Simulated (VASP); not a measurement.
An input for Quantum ESPRESSO's pw.x (written as the equivalent of a VASP run, and not itself run):

```
&CONTROL
  calculation = 'scf'
  pseudo_dir = './pseudo'
  outdir = './out'
  tprnfor = .true.
  tstress = .true.
/
&SYSTEM
  ibrav = 0
  nat = 2
  ntyp = 2
  ecutwfc = 74
  occupations = 'tetrahedra'
  input_dft = 'vdw-df-cx'
/
&ELECTRONS
  conv_thr = 7.3e-09
  electron_maxstep = 100
/
ATOMIC_SPECIES
  K 39.098 K.upf
  I 126.904 I.upf
CELL_PARAMETERS angstrom
     0.0000000    3.5350000    3.5350000
     3.5350000    0.0000000    3.5350000
     3.5350000    3.5350000    0.0000000
ATOMIC_POSITIONS crystal
  K    0.0000000  0.0000000  0.0000000
  I    0.5000000  0.5000000  0.5000000
K_POINTS automatic
  7 7 7 0 0 0
```

Task: Translate this input to VASP (INCAR, KPOINTS, POSCAR, choice of POTCAR).

Result: Several could match; the one computed here: 
**INCAR**
```
AGGAC=0.0
ALGO=Normal
EDIFF=1E-7
ENCUT=520
GGA=CX
ISIF=2
ISMEAR=-5
LASPH=.TRUE.
LCHARG=.TRUE.
LMAXMIX=4
LORBIT=11
LREAL=.FALSE.
LUSE_VDW=.TRUE.
LWAVE=.FALSE.
NEDOS=601
NELM=100
PREC=Accurate
SYSTEM=KI
```

File KPOINTS:
```
Automatic mesh
0
Gamma
7 7 7
0 0 0
```

**POSCAR**
```
KI
1
    0.0000000000     3.5350000000     3.5350000000
    3.5350000000     0.0000000000     3.5350000000
    3.5350000000     3.5350000000     0.0000000000
K I
1 1
Direct
  0.0000000000   0.0000000000   0.0000000000
  0.5000000000   0.5000000000   0.5000000000
```

POTCAR, in this order: K_sv I (PBE.64 set). Program: vasp_std.

The two are equivalent in intent, not identical: the potentials are each code's own (VASP's PAW set, PseudoDojo norm-conserving files in pw.x), so ENCUT and ecutwfc are chosen apart and not converted; conv_thr bounds pw.x's estimated SCF error, while EDIFF bounds the energy change between steps.

The compound is KI in the rock salt structure. The cell was not relaxed at this level.
